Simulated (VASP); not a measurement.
The system is Be2CdS3.

```xyz
6
Lattice="4.3967 0.0000 0.0000 -2.1984 3.8077 0.0000 0.0000 0.0000 7.9296" Properties=species:S:1:pos:R:3 pbc="T T T"
Be    0.0000    0.0000    6.2474
Be    0.0000    0.0000    1.6822
Cd    2.1984    1.2692    0.0000
S    -0.9191    3.0691    0.0000
S     0.0000    1.4772    0.0000
S     0.9191    3.0691    0.0000
```

The cell was built by a generator and needn't be a form met in nature.

| Item | Value |
| --- | --- |
| Program | VASP 6.6.1 |
| Task | relaxation of cell and atoms |
| Functional | PBE |
| Potentials or basis | VASP PAW PBE potentials, release 64 (Be, Cd, S) |
| Cutoff | 520 eV |
| k mesh | 4 × 4 × 2 |
| Occupations | gaussian, width 0.15 eV |
| Spin | no spin polarisation |

At the start: pressure 49.5 GPa; volume 22.13 Å³/atom.

Problem. Where does the relaxation end?

Solution. Over 17 steps the energy falls by 3216.1 meV/atom and the volume is 34.42 Å³/atom (+55.6 %); space group P-6m2 (No. 187, to 0.05 Å).

The path:
| step | energy change (eV) | largest force (eV/Å) | pressure (GPa) | volume (Å³) |
| --- | --- | --- | --- | --- |
| 1 | 0.0000 | 10.9165 | 49.52 | 132.75 |
| 2 | -14.2835 | 2.1990 | -2.35 | 296.46 |
| 3 | -14.7435 | 2.2497 | 2.40 | 212.99 |
| 4 | -14.7936 | 2.4279 | -0.46 | 253.55 |
| 5 | -14.8477 | 2.4421 | -0.18 | 246.44 |
| 6 | -16.5876 | 2.4593 | -2.47 | 250.60 |
| 7 | -17.6037 | 2.8712 | -3.90 | 252.83 |
| 8 | -17.2151 | 2.7108 | -7.56 | 251.66 |
| 9 | -17.7836 | 3.2140 | -5.20 | 253.28 |
| 10 | -18.8498 | 1.9537 | -3.67 | 234.33 |
| 11 | -19.0704 | 0.6429 | -2.28 | 221.20 |
| 12 | -19.0798 | 0.6575 | -2.55 | 223.75 |
| 13 | -19.2352 | 0.2168 | -0.99 | 216.32 |
| 14 | -19.2442 | 0.4365 | -0.51 | 214.23 |
| 15 | -19.2643 | 0.3640 | -0.36 | 212.31 |
| 16 | -19.2921 | 0.2750 | 0.10 | 206.61 |
| 17 | -19.2967 | 0.0509 | -0.12 | 206.50 |

Final structure:
```cif
data_structure
_symmetry_space_group_name_H-M 'P 1'
_symmetry_Int_Tables_number 1
_cell_length_a 6.2597
_cell_length_b 6.2597
_cell_length_c 6.0851
_cell_angle_alpha 90.000
_cell_angle_beta 90.000
_cell_angle_gamma 120.000
_cell_volume 206.50
loop_
_atom_site_label
_atom_site_type_symbol
_atom_site_fract_x
_atom_site_fract_y
_atom_site_fract_z
_atom_site_occupancy
Be1 Be 0.00000 0.00000 0.84389 1
Be2 Be 0.00000 0.00000 0.15611 1
Cd1 Cd 0.66667 0.33333 0.00000 1
S1 S 0.16527 0.83473 0.00000 1
S2 S 0.16527 0.33055 0.00000 1
S3 S 0.66945 0.83473 0.00000 1
```

Caveat: the k mesh is coarse (spacing up to 0.41 Å⁻¹), so the values aren't converged; the volume moved by over 15 % at a fixed basis, so the end points are rough.
